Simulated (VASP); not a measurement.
Here is the system:

```xyz
2
Lattice="1.8150 -3.1437 0.0000 1.8150 3.1437 0.0000 0.0000 0.0000 5.7800" Properties=species:S:1:pos:R:3 pbc="T T T"
Gd     1.8150     1.0479     1.4450
Gd     1.8150    -1.0479     4.3350
```

These are optB86b-vdW, VASP's PBE PAW potentials (set 64) (plane waves; VASP) values and carry that method's errors. Settings: 520 eV cut-off, 10×10×6 Γ-centred mesh, first-order Methfessel-Paxton smearing of 0.10 eV, potentials Gd_3.

The 4f electrons are frozen in the core of the lanthanide potential, so 4f levels, which can set the real gap, and their magnetism are missing. Energy and stress use the plane-wave basis of the starting cell.

**Question.** The ions, cell shape and volume are relaxed. Predict the relaxed structure.

**Answer.** 
```xyz
2
Lattice="1.7967 -3.1119 0.0000 1.7967 3.1119 0.0000 0.0000 0.0000 5.6423" Properties=species:S:1:pos:R:3 pbc="T T T"
Gd     1.7967     1.0373     1.4106
Gd     1.7967    -1.0373     4.2317
```
Space group P6_3/mmc (194), at a tolerance of 0.03 Å.

**Question.** How do energy and volume change from the first to the last step?

**Answer.** The energy (σ→0) changes by -9.2 meV/atom and the volume by -4.3 %, in 6 ionic steps.

The compound is Gd in the hcp structure. This run relaxes it. Symmetry was kept, so distortions that lower it aren't found.
